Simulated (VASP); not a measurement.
Input:

```xyz
2
Lattice="-3.1196 3.1196 1.6822 3.1196 -3.1196 1.6822 3.1196 3.1196 -1.6822" Properties=species:S:1:pos:R:3 pbc="T T T"
Sn     3.1196     0.0000     0.8411
Sn     0.0000     0.0000     0.0000
```

Computed with vdW-DF2, VASP's PBE PAW potentials (set 64) (plane waves; VASP). Run with 520 eV cut-off, 14×14×14 Γ-centred mesh, tetrahedra with Blöchl corrections, potentials Sn_d.

Unless said otherwise, spin-orbit coupling is left out, though it shifts the bands of the heavy elements here.

Q: Predict the energy per atom (σ→0), band gap (on the k-mesh) with the smallest direct gap where there is one.

A: 
```yaml
band gap (on the k-mesh): none (metal, semimetal or under 0.01 eV)
energy per atom (σ→0): -0.252 eV/atom
```

The absolute energy has meaning only against runs of the same code, potentials and settings.

The compound is Sn in the beta structure. It was relaxed first, which changed the volume by +21 %.
